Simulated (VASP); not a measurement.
Level of theory: G0W0 on PBE orbitals, VASP's PBE PAW potentials (set 64) (plane waves; VASP).

VASP input:

**KPOINTS**
```
K-points
0
Gamma
6 6 6
```

**POSCAR**
```
ZnS
1
    0.0000000000     2.7050000000     2.7050000000
    2.7050000000     0.0000000000     2.7050000000
    2.7050000000     2.7050000000     0.0000000000
Zn S
1 1
Direct
  0.0000000000   0.0000000000   0.0000000000
  0.2500000000   0.2500000000   0.2500000000
```

INCAR:
```
ALGO  =  EVGW0
ENCUT  =  500
ENCUTGW  =  180
GGA  =  PE
ISMEAR  =  0
LASPH  =  .TRUE.
LCHARG  =  .FALSE.
LREAL  =  .FALSE.
LSPECTRALGW  =  .TRUE.
LWAVE  =  .TRUE.
NBANDS  =  128
NBANDSGW  =  23
NELMGW  =  1
NOMEGA  =  64
PREC  =  Normal
SIGMA  =  0.01
SYSTEM  =  ZnS
```

POTCAR, in this order: Zn_sv_GW S_GW (PBE.64 set). Program: vasp_std. Read from the step before: W*.

The run wrote:

OSZICAR:
```
energies w=
    0.000    0.000    1.333    0.000    2.664    0.000    3.989    0.000
    5.306    0.000    6.612    0.000    7.907    0.000    9.187    0.000
   10.451    0.000   11.700    0.000   12.933    0.000   14.148    0.000
   15.348    0.000   16.532    0.000   17.701    0.000   18.856    0.000
   19.999    0.000   21.131    0.000   22.254    0.000   23.370    0.000
   24.480    0.000   25.586    0.000   26.691    0.000   27.798    0.000
   28.907    0.000   30.023    0.000   31.147    0.000   32.283    0.000
   33.434    0.000   34.602    0.000   35.792    0.000   37.007    0.000
   38.251    0.000   39.529    0.000   40.845    0.000   42.206    0.000
   43.618    0.000   45.086    0.000   46.620    0.000   48.227    0.000
   49.918    0.000   51.704    0.000   53.598    0.000   55.616    0.000
   57.774    0.000   60.095    0.000   62.604    0.000   65.329    0.000
   68.308    0.000   71.582    0.000   75.206    0.000   79.247    0.000
   83.786    0.000   88.931    0.000   94.817    0.000  101.624    0.000
  109.592    0.000  119.051    0.000  130.465    0.000  144.507    0.000
  162.196    0.000  185.150    0.000  216.092    0.000  260.012    0.000
NQ=   1    0.0000    0.0000    0.0000,
 performed        740000 updates of chi_q(r,r)
NQ=   2    0.1667    0.0000    0.0000,
 performed       1880000 updates of chi_q(r,r)
NQ=   3    0.3333    0.0000    0.0000,
 performed       3020000 updates of chi_q(r,r)
NQ=   4    0.5000    0.0000    0.0000,
 performed       4019000 updates of chi_q(r,r)
NQ=   5    0.1667    0.1667    0.0000,
 performed       5159000 updates of chi_q(r,r)
NQ=   6    0.3333    0.1667    0.0000,
 performed       6805000 updates of chi_q(r,r)
NQ=   7    0.5000    0.1667    0.0000,
 performed       8451000 updates of chi_q(r,r)
NQ=   8   -0.3333    0.1667    0.0000,
 performed      10097000 updates of chi_q(r,r)
NQ=   9   -0.1667    0.1667    0.0000,
 performed      11555000 updates of chi_q(r,r)
NQ=  10    0.3333    0.3333    0.0000,
 performed      12695000 updates of chi_q(r,r)
NQ=  11    0.5000    0.3333    0.0000,
 performed      14341000 updates of chi_q(r,r)
NQ=  12   -0.3333    0.3333    0.0000,
 performed      15799000 updates of chi_q(r,r)
NQ=  13    0.5000    0.5000    0.0000,
 performed      16715000 updates of chi_q(r,r)
NQ=  14    0.5000    0.3333    0.1667,
 performed      18538000 updates of chi_q(r,r)
NQ=  15   -0.3333    0.3333    0.1667,
 performed      20267000 updates of chi_q(r,r)
NQ=  16   -0.3333    0.5000    0.1667,
 performed      21731000 updates of chi_q(r,r)
 resolving degeneracies of screened two electron integrals
```

File OUTCAR:
```


 k-point   1 :       0.0000    0.0000    0.0000
  band No.  KS-energies  QP-energies   sigma(KS)   V_xc(KS)     V^pw_x(r,r')   Z            occupation Imag(sigma)

      1    -121.6375    -132.6464     -54.5010     -38.6736     -68.8730       0.6956       2.0000       2.4403
      2     -75.8276     -83.1056     -48.0000     -37.6063     -61.3270       0.7002       2.0000       2.6085
      3     -75.8276     -83.1056     -48.0000     -37.6063     -61.3270       0.7002       2.0000       2.6085
      4     -75.8276     -83.1056     -48.0000     -37.6063     -61.3270       0.7002       2.0000       2.6085
      5      -9.9238     -11.1559     -14.7700     -13.0743     -21.2033       0.7266       2.0000       2.0642
      6      -3.1177      -5.0216     -31.5623     -28.8998     -39.9179       0.7151       2.0000       0.9503
      7      -3.1177      -5.0216     -31.5623     -28.8998     -39.9179       0.7151       2.0000       0.9503
      8      -3.1177      -5.0216     -31.5623     -28.8998     -39.9179       0.7151       2.0000       0.9503
      9      -2.6227      -4.6054     -33.9500     -31.1896     -42.7385       0.7183       2.0000       0.8979
     10      -2.6227      -4.6054     -33.9500     -31.1896     -42.7385       0.7183       2.0000       0.8979
     11       3.1986       2.2503     -17.8456     -16.6302     -20.0589       0.7802       2.0000       0.3661
     12       3.1986       2.2503     -17.8456     -16.6302     -20.0589       0.7802       2.0000       0.3661
     13       3.1986       2.2503     -17.8456     -16.6302     -20.0589       0.7802       2.0000       0.3661
     14       5.2877       5.8129     -10.6311     -11.2793      -7.0091       0.8103       0.0000      -0.3329
     15       9.5690      10.3179     -10.1538     -11.0797      -6.0640       0.8089       0.0000      -0.4562
     16       9.5690      10.3179     -10.1538     -11.0797      -6.0640       0.8089       0.0000      -0.4562
     17       9.5690      10.3179     -10.1538     -11.0797      -6.0640       0.8089       0.0000      -0.4562
     18      14.8161      15.7979     -11.0246     -12.2472      -6.3309       0.8031       0.0000      -0.7028
     19      14.8161      15.7979     -11.0246     -12.2472      -6.3309       0.8031       0.0000      -0.7028
     20      15.0516      15.6988      -8.6727      -9.4624      -3.5803       0.8195       0.0000      -0.8272
     21      17.7296      18.2020      -7.9270      -8.4990      -2.9111       0.8259       0.0000      -0.9857
     22      17.7296      18.2020      -7.9270      -8.4990      -2.9111       0.8259       0.0000      -0.9857
     23      17.7296      18.2020      -7.9270      -8.4990      -2.9111       0.8259       0.0000      -0.9857

 k-point   2 :       0.1667    0.0000    0.0000
  band No.  KS-energies  QP-energies   sigma(KS)   V_xc(KS)     V^pw_x(r,r')   Z            occupation Imag(sigma)

      1    -121.6376    -132.6435     -54.5013     -38.6737     -68.8732       0.6954       2.0000       2.4400
      2     -75.8280     -83.1037     -47.9996     -37.6062     -61.3266       0.7000       2.0000       2.6084
      3     -75.8280     -83.1037     -47.9996     -37.6062     -61.3266       0.7000       2.0000       2.6084
      4     -75.8280     -83.1037     -47.9996     -37.6062     -61.3266       0.7000       2.0000       2.6084
      5      -9.7222     -10.9431     -14.9051     -13.2254     -21.2955       0.7268       2.0000       2.0220
      6      -3.1108      -4.9975     -30.8194     -28.1907     -38.9699       0.7177       2.0000       0.9473
      7      -3.0830      -4.9920     -31.6847     -29.0195     -40.0590       0.7163       2.0000       0.9480
      8      -3.0830      -4.9920     -31.6847     -29.0195     -40.0590       0.7163       2.0000       0.9480
      9      -2.6249      -4.6059     -33.9324     -31.1728     -42.7205       0.7178       2.0000       0.8990
     10      -2.6249      -4.6059     -33.9324     -31.1728     -42.7205       0.7178       2.0000       0.8990
     11       1.5187       0.4594     -17.4277     -16.0667     -20.0093       0.7784       2.0000       0.4486
     12       2.9539       1.9832     -17.5465     -16.3019     -19.7801       0.7799       2.0000       0.3776
     13       2.9539       1.9832     -17.5465     -16.3019     -19.7801       0.7799       2.0000       0.3776
     14       6.3984       6.9818     -11.0028     -11.7279      -7.3036       0.8044       0.0000      -0.3591
     15       9.5501      10.2353     -10.3414     -11.1903      -6.2621       0.8073       0.0000      -0.4681
     16       9.9668      10.7392     -10.2934     -11.2505      -6.1151       0.8069       0.0000      -0.4814
     17       9.9668      10.7392     -10.2934     -11.2505      -6.1151       0.8069       0.0000      -0.4814
     18      14.0706      14.8965     -10.3848     -11.4078      -5.8517       0.8073       0.0000      -0.6643
     19      14.0706      14.8965     -10.3848     -11.4078      -5.8517       0.8073       0.0000      -0.6643
     20      15.8788      16.3777      -8.0505      -8.6572      -3.0748       0.8223       0.0000      -0.8592
     21      17.4122      18.0331      -8.5708      -9.3244      -3.4554       0.8238       0.0000      -0.9644
     22      19.6913      20.3928      -8.6619      -9.5129      -3.3405       0.8243       0.0000      -1.1449
     23      19.6913      20.3928      -8.6619      -9.5129      -3.3405       0.8243       0.0000      -1.1449

 k-point   3 :       0.3333    0.0000    0.0000
  band No.  KS-energies  QP-energies   sigma(KS)   V_xc(KS)     V^pw_x(r,r')   Z            occupation Imag(sigma)

      1    -121.6376    -132.6092     -54.5016     -38.6737     -68.8734       0.6932       2.0000       2.4395
      2     -75.8282     -83.0826     -47.9991     -37.6060     -61.3261       0.6980       2.0000       2.6081
      3     -75.8282     -83.0826     -47.9991     -37.6060     -61.3261       0.6980       2.0000       2.6081
      4     -75.8282     -83.0826     -47.9991     -37.6060     -61.3261       0.6980       2.0000       2.6081
      5      -9.2652     -10.4575     -15.3060     -13.6634     -21.6204       0.7259       2.0000       1.9257
      6      -3.0247      -4.9398     -31.8959     -29.2244     -40.3019       0.7169       2.0000       0.9430
      7      -3.0247      -4.9398     -31.8959     -29.2244     -40.3019       0.7169       2.0000       0.9430
      8      -2.9546      -4.7969     -28.8981     -26.3678     -36.4734       0.7281       2.0000       0.9302
      9      -2.6115      -4.5932     -33.9891     -31.2299     -42.7942       0.7182       2.0000       0.9012
     10      -2.6115      -4.5932     -33.9891     -31.2299     -42.7942       0.7182       2.0000       0.9012
     11      -0.6796      -2.0115     -18.5432     -16.8061     -22.3589       0.7668       2.0000       0.6606
     12       2.5280       1.5206     -17.0323     -15.7368     -19.3068       0.7776       2.0000       0.4005
     13       2.5280       1.5206     -17.0323     -15.7368     -19.3068       0.7776       2.0000       0.4005
     14       6.6180       7.2715     -10.7137     -11.5208      -6.9420       0.8096       0.0000      -0.3682
     15      10.2132      10.9606     -10.2939     -11.2201      -6.1436       0.8070       0.0000      -0.4926
     16      10.2132      10.9606     -10.2939     -11.2201      -6.1436       0.8070       0.0000      -0.4926
     17      11.0016      11.6621     -10.3015     -11.1288      -5.7666       0.7984       0.0000      -0.6061
     18      14.6618      15.5419     -10.4183     -11.5088      -5.6433       0.8070       0.0000      -0.7390
     19      14.6618      15.5419     -10.4183     -11.5088      -5.6433       0.8070       0.0000      -0.7390
     20      15.0381      15.4663      -7.8845      -8.4059      -3.0640       0.8215       0.0000      -0.7892
     21      20.3203      21.3197      -9.9620     -11.1770      -4.2526       0.8226       0.0000      -1.2868
     22      21.5114      22.6407     -10.3885     -11.7627      -4.4585       0.8217       0.0000      -1.4491
     23      21.5114      22.6407     -10.3885     -11.7627      -4.4585       0.8217       0.0000      -1.4491

 k-point   4 :       0.5000    0.0000    0.0000
  band No.  KS-energies  QP-energies   sigma(KS)   V_xc(KS)     V^pw_x(r,r')   Z            occupation Imag(sigma)

      1    -121.6377    -132.4816     -54.5018     -38.6737     -68.8735       0.6851       2.0000       2.4392
      2     -75.8284     -83.0464     -47.9988     -37.6059     -61.3257       0.6945       2.0000       2.6080
      3     -75.8284     -83.0464     -47.9988     -37.6059     -61.3257       0.6945       2.0000       2.6080
      4     -75.8284     -83.0464     -47.9988     -37.6059     -61.3257       0.6945       2.0000       2.6080
      5      -9.0007     -10.1740     -15.6195     -13.9992     -21.9097       0.7241       2.0000       1.8690
      6      -3.0041      -4.9233     -31.9728     -29.2980     -40.3903       0.7175       2.0000       0.9405
      7      -3.0041      -4.9233     -31.9728     -29.2980     -40.3903       0.7175       2.0000       0.9405
      8      -2.5935      -4.5800     -34.0822     -31.3223     -42.9085       0.7198       2.0000       0.9025
      9      -2.5935      -4.5800     -34.0822     -31.3223     -42.9085       0.7198       2.0000       0.9025
     10      -2.4208      -4.3798     -33.2187     -30.5085     -41.8315       0.7229       2.0000       0.9136
     11      -2.0746      -3.3612     -13.7130     -12.0495     -16.7227       0.7734       2.0000       0.7755
     12       2.3364       1.3133     -16.7767     -15.4608     -19.0619       0.7775       2.0000       0.4108
     13       2.3364       1.3133     -16.7767     -15.4608     -19.0619       0.7775       2.0000       0.4108
     14       6.4916       7.1411     -10.7915     -11.5935      -7.0845       0.8098       0.0000      -0.3600
     15      10.0974      10.8131     -10.2471     -11.1322      -6.1815       0.8086       0.0000      -0.4818
     16      10.0974      10.8131     -10.2471     -11.1322      -6.1815       0.8086       0.0000      -0.4818
     17      12.0478      12.5968      -9.6323     -10.3187      -4.9174       0.7998       0.0000      -0.6958
     18      15.3308      15.8951      -8.4180      -9.1101      -3.3667       0.8154       0.0000      -0.8375
     19      16.3856      17.4816     -10.7294     -12.0909      -5.4598       0.8049       0.0000      -0.8995
     20      16.3856      17.4816     -10.7294     -12.0909      -5.4598       0.8049       0.0000      -0.8995
     21      18.4276      19.5404     -10.5112     -11.8745      -4.9116       0.8162       0.0000      -1.1334
     22      18.8586      19.6969     -10.0770     -11.1018      -4.6797       0.8180       0.0000      -1.1595
     23      18.8586      19.6969     -10.0770     -11.1018      -4.6797       0.8180       0.0000      -1.1595

...
```
(Selected blocks of OUTCAR.)

The mesh is coarse and the basis finite, so the quasiparticle values are not converged. VASP warned that its frequency grid is unfit for quasiparticle energies.

The compound is ZnS in the zinc blende structure. The cell was not relaxed at this level.
